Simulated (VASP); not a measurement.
Data:

```xyz
2
Lattice="1.8275 -3.1653 0.0000 1.8275 3.1653 0.0000 0.0000 0.0000 5.6785" Properties=species:S:1:pos:R:3 pbc="T T T"
Y      1.8275     1.0551     1.4196
Y      1.8275    -1.0551     4.2589
```

Calculation: PBE GGA, VASP's PBE PAW potentials (set 64) (plane waves; VASP). Numerical set-up: 500 eV cut-off, 12×12×7 Γ-centred mesh, first-order Methfessel-Paxton smearing of 0.10 eV, potentials Y_sv.

### Question
Estimate the energy per atom (σ→0), band gap (on the k-mesh) with the smallest direct gap where there is one.

### Answer

```
Item                                                        Result
------------------------  ----------------------------------------
band gap (on the k-mesh)  none (metal, semimetal or under 0.01 eV)
energy per atom (σ→0)                               -6.431 eV/atom
```

The compound is Y in the hcp structure. It was relaxed first.
